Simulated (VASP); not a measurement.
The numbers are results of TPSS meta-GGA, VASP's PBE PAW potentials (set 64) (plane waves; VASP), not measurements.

A VASP calculation is set up with these files.

INCAR:
```
SYSTEM = SrCl2
PREC = Accurate; ENCUT = 520; LREAL = .False.
LASPH = .True.
EDIFF = 1E-7; NELM = 100; ALGO = Normal
LMAXMIX = 4; LMIXTAU = .True.
ISMEAR = 0; SIGMA = 0.05
METAGGA = TPSS
ISIF = 2
LWAVE = .False.; LCHARG = .False.
```

POSCAR:
```
SrCl2
5.0615480
  0.0000000000   0.7071068096   0.7071068096
  0.7071068096   0.0000000000   0.7071068096
  0.7071068096   0.7071068096   0.0000000000
Sr Cl
1 2
direct
  0.0000000000   0.0000000000   0.0000000000
  0.2500000000   0.2500000000   0.2500000000
  0.7500000000   0.7500000000   0.7500000000
```

### KPOINTS
```
Automatic mesh
0
G
6 6 6
```

POTCAR, in this order: Sr_sv Cl (PBE.64 set). Program: vasp_std.

The resulting files:

### OUTCAR
```
 ion  position               nearest neighbor table
   1  0.000  0.000  0.000-   3 3.10   3 3.10   3 3.10   2 3.10   3 3.10   2 3.10   2 3.10   2 3.10
  LATTYP: Found a face centered cubic cell.
 ALAT       =     7.1581101160
 Subroutine PRICEL returns:
 Original cell was already a primitive cell.
 Subroutine GETGRP returns: Found 48 space group operations
The static configuration has the point symmetry O_h .
The dynamic configuration has the point symmetry O_h .
 Subroutine INISYM returns: Found 48 space group operations
 Subroutine IBZKPT returns following result:
 Found     16 irreducible k-points:

 Following reciprocal coordinates:
            Coordinates               Weight
  0.000000  0.000000  0.000000      1.000000
  0.166667  0.000000  0.000000      8.000000
  0.333333  0.000000  0.000000      8.000000
  0.500000  0.000000  0.000000      4.000000
  0.166667  0.166667  0.000000      6.000000
  0.333333  0.166667  0.000000     24.000000
  0.500000  0.166667  0.000000     24.000000
 -0.333333  0.166667  0.000000     24.000000
 -0.166667  0.166667  0.000000     12.000000
  0.333333  0.333333  0.000000      6.000000
  0.500000  0.333333  0.000000     24.000000
 -0.333333  0.333333  0.000000     12.000000
  0.500000  0.500000  0.000000      3.000000
  0.500000  0.333333  0.166667     24.000000
 -0.333333  0.333333  0.166667     24.000000
 -0.333333  0.500000  0.166667     12.000000
   k-points           NKPTS =     16   k-points in BZ     NKDIM =     16   number of bands    NBANDS=     16
   number of dos      NEDOS =    301   number of ions     NIONS =      3
   total plane-waves  NPLWV =  64000
   dimension x,y,z NGX =    40 NGY =   40 NGZ =   40
   dimension x,y,z NGXF=    80 NGYF=   80 NGZF=   80
   ions per type =               1   2
   PREC   = accura    normal or accurate (medium, high low for compatibility)
   ISTART =      0    job   : 0-new  1-cont  2-samecut
   ICHARG =      2    charge: 1-file 2-atom 10-const
   ISPIN  =      1    spin polarized calculation?
   LNONCOLLINEAR =      F non collinear calculations
   LSORBIT =      F    spin-orbit coupling
   INIWAV =      1    electr: 0-lowe 1-rand  2-diag
   ENCUT  =  520.0 eV  38.22 Ry    6.18 a.u.   9.41  9.41  9.41*2*pi/ulx,y,z
   NELM   =    100;   NELMIN=  2; NELMDL= -5     # of ELM steps
   EDIFF  = 0.1E-06   stopping-criterion for ELM
   LREAL  =      F    real-space projection
   NLSPLINE    = F    spline interpolate recip. space projectors
   LMAXMIX     =    4 max onsite mixed and CHGCAR
   VOSKOWN=      0    Vosko Wilk Nusair interpolation
   EDIFFG = 0.1E-05   stopping-criterion for IOM
   NSW    =      0    number of steps for IOM
   NBLOCK =      1;   KBLOCK =      1    inner block; outer block
   IBRION =     -1    ionic relax: 0-MD 1-quasi-New 2-CG
   NFREE  =      0    steps in history (QN), initial steepest desc. (CG)
   ISIF   =      2    stress and relaxation
   ISYM   =      2    0-nonsym 1-usesym 2-fastsym
   TEIN   =    0.0    initial temperature
   TEBEG  =    0.0;   TEEND  =   0.0 temperature during run
   SMASS  =  -3.00    Nose mass-parameter (am)
   PSTRESS=    0.0 pullay stress
   NELECT =      24.0000    total number of electrons
   EFERMI =   0.00;   METHOD = LEGACY
   ISMEAR =     0;   SIGMA  =   0.05  broadening in eV -4-tet -1-fermi 0-gaus
   IALGO  =     38    algorithm
   LDIAG  =      T    sub-space diagonalisation (order eigenvalues)
   IMIX   =      4    mixing-type and parameters
     AMIX     =   0.40;   BMIX     =  1.00
     AMIX_MAG =   1.60;   BMIX_MAG =  1.00
     AMIN     =   0.10
   METAGGA = TPSS    functional components
   VOSKOWN =     0    Vosko Wilk Nusair interpolation
   LHFCALC =     F    Hartree Fock is set to
   LHFONE  =     F    Hartree Fock one center treatment
...
```

File OSZICAR:
```
       N       E                     dE             d eps       ncg     rms          rms(c)
DAV:   1     0.151302091182E+03    0.15130E+03   -0.11853E+04   512   0.138E+03
DAV:   2    -0.720435483739E+01   -0.15851E+03   -0.15414E+03   696   0.262E+02
DAV:   3    -0.162219876744E+02   -0.90176E+01   -0.90130E+01   640   0.692E+01
DAV:   4    -0.163669853728E+02   -0.14500E+00   -0.14499E+00   848   0.876E+00
DAV:   5    -0.163680504497E+02   -0.10651E-02   -0.10651E-02   680   0.506E-01    0.773E+01
DAV:   6    -0.329403740040E+02   -0.16572E+02   -0.36461E+01   560   0.625E+01    0.184E+01
DAV:   7    -0.327152355788E+02    0.22514E+00   -0.14923E+00   816   0.116E+01    0.148E+01
DAV:   8    -0.326368421499E+02    0.78393E-01   -0.41897E-01   624   0.509E+00    0.737E+00
DAV:   9    -0.327610768651E+02   -0.12423E+00   -0.20794E-01   624   0.462E+00    0.391E+00
DAV:  10    -0.327972858986E+02   -0.36209E-01   -0.41845E-02   624   0.148E+00    0.365E-01
DAV:  11    -0.327995304206E+02   -0.22445E-02   -0.11470E-02   704   0.101E+00    0.552E-01
DAV:  12    -0.328033736098E+02   -0.38432E-02   -0.64392E-03   584   0.848E-01    0.215E-01
DAV:  13    -0.328053103032E+02   -0.19367E-02   -0.10375E-03   632   0.333E-01    0.283E-02
DAV:  14    -0.328058420744E+02   -0.53177E-03   -0.74086E-04   576   0.247E-01    0.375E-02
DAV:  15    -0.328058918831E+02   -0.49809E-04   -0.21228E-05   880   0.358E-02    0.364E-02
DAV:  16    -0.328059276249E+02   -0.35742E-04   -0.49566E-06   736   0.200E-02    0.337E-02
DAV:  17    -0.328059261511E+02    0.14738E-05   -0.68973E-06   816   0.268E-02    0.464E-02
DAV:  18    -0.328059688679E+02   -0.42717E-04   -0.19307E-04   528   0.964E-02    0.607E-02
DAV:  19    -0.328059622374E+02    0.66305E-05   -0.21621E-05   552   0.379E-02    0.295E-02
DAV:  20    -0.328059676080E+02   -0.53706E-05   -0.73102E-06   696   0.198E-02    0.131E-02
DAV:  21    -0.328059670809E+02    0.52709E-06   -0.20108E-06   760   0.931E-03    0.424E-03
DAV:  22    -0.328059673558E+02   -0.27491E-06   -0.70799E-08   520   0.281E-03    0.362E-03
DAV:  23    -0.328059673849E+02   -0.29147E-07   -0.28840E-07   672   0.452E-03
   1 F= -.32805967E+02 E0= -.32805967E+02  d E =-.117724E-23
```

OUTCAR:
```
------------------------ aborting loop because EDIFF is reached ----------------------------------------
  FORCE on cell =-STRESS in cart. coord.  units (eV):
  Direction    XX          YY          ZZ          XY          YZ          ZX
  --------------------------------------------------------------------------------------
  Total       -0.9426567     -0.9426567     -0.9426567     -0.0000000     -0.0000000      0.0000000
  in kB      -16.4713435    -16.4713435    -16.4713435     -0.0000000     -0.0000000      0.0000000
  external PRESSURE =     -16.4713435 kB  Pullay stress =       0.0000000 kB
  volume of cell :       91.69
      direct lattice vectors                 reciprocal lattice vectors
     0.000000000  3.579055058  3.579055058    -0.139701679  0.139701679  0.139701679
     3.579055058  0.000000000  3.579055058     0.139701679 -0.139701679  0.139701679
     3.579055058  3.579055058  0.000000000     0.139701679  0.139701679 -0.139701679
 POSITION                                       TOTAL-FORCE (eV/Angst)
 -----------------------------------------------------------------------------------
      0.00000      0.00000      0.00000        -0.000000      0.000000     -0.000000
      1.78953      1.78953      1.78953         0.000000     -0.000000     -0.000000
      5.36858      5.36858      5.36858         0.000000      0.000000      0.000000
 -----------------------------------------------------------------------------------
    total drift:                               -0.000000     -0.000000      0.000000
  FREE ENERGIE OF THE ION-ELECTRON SYSTEM (eV)
  ---------------------------------------------------
  free  energy   TOTEN  =       -32.8059673849 eV

  energy  without entropy=      -32.8059673849  energy(sigma->0) =      -32.80596738
```
(Selected blocks of OUTCAR.)

The compound is SrCl2 in the fluorite structure. This cell is one point of a volume scan, at 1.06 of the reference volume.
